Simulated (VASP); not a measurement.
```
CELL_PARAMETERS angstrom
      4.12189     0.00000     0.00000
      0.00000     4.12189     0.00000
      0.00000     0.00000     5.90574
ATOMIC_POSITIONS crystal
  Zn 0.50000 0.50000 0.50000
  Cd 0.00000 0.00000 0.00000
  Se 0.00000 0.50000 0.72628
  Se 0.50000 0.00000 0.27372
```

All values below come from PBEsol GGA, VASP's PBE PAW potentials (set 64) (plane waves; VASP). Settings: 400 eV cut-off, Gaussian smearing of 0.050 eV, potentials Zn Cd Se.

Task: Predict the band gap (along the path) with the smallest direct gap where there is one.

Result: 
The band gap (along the path) is 0.73 eV and the smallest direct gap (along the path) comes out as 0.73 eV.

Total energies compare only between runs with the same potentials, cut-off and functional.

The structure comes from a computed database's ZnCdSe2 entry (P-4m2); how it stands against other phases isn't given here. It was relaxed first.
